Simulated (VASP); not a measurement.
Crystal: ZnO.

```
CELL_PARAMETERS angstrom
3.24940 0.00000 0.00000
-1.62470 2.81406 0.00000
0.00000 0.00000 5.20380
ATOMIC_POSITIONS crystal
Zn 0.33333 0.66667 0.00000
Zn 0.66667 0.33333 0.50000
O 0.33333 0.66667 0.38210
O 0.66667 0.33333 0.88210
```

| Property | Result |
| --- | --- |
| Program | VASP 6.6.1 |
| Task | relaxation of cell and atoms |
| Functional | PBE |
| Potentials or basis | VASP PAW PBE potentials, release 64 (Zn, O) |
| Cutoff | 600 eV |
| k mesh | 9 × 9 × 6 |
| Occupations | gaussian, width 0.02 eV |
| Spin | no spin polarisation |

At the start: pressure 5.8 GPa; volume 11.90 Å³/atom.

**Question.** How do energy, volume and symmetry change on relaxing?

**Answer.** Over 11 steps the energy falls by 8.9 meV/atom and the volume is 12.40 Å³/atom (+4.2 %); space group P6_3mc (No. 186, to 0.05 Å).

The path:
| step | energy change (eV) | largest force (eV/Å) | pressure (GPa) | volume (Å³) |
| --- | --- | --- | --- | --- |
| 1 | 0.0000 | 0.0323 | 5.75 | 47.58 |
| 2 | -0.0274 | 0.0217 | -2.43 | 50.59 |
| 3 | -0.0351 | 0.0248 | -0.02 | 49.60 |
| 4 | -0.0351 | 0.0249 | 0.08 | 49.56 |
| 5 | -0.0353 | 0.0235 | 0.07 | 49.56 |
| 6 | -0.0357 | 0.0208 | 0.06 | 49.56 |
| 7 | -0.0357 | 0.0195 | 0.09 | 49.56 |
| 8 | -0.0357 | 0.0128 | -0.15 | 49.65 |
| 9 | -0.0358 | 0.0022 | -0.05 | 49.61 |
| 10 | -0.0358 | 0.0029 | 0.05 | 49.57 |
| 11 | -0.0358 | 0.0002 | 0.01 | 49.59 |

Final structure:
```
Zn O
1.0
     3.28588    0.00000    0.00000
    -1.64294    2.84566    0.00000
     0.00000    0.00000    5.30357
Zn O
2 2
Direct
  0.33333 0.66667 0.00152
  0.66667 0.33333 0.50152
  0.33333 0.66667 0.38058
  0.66667 0.33333 0.88058
```
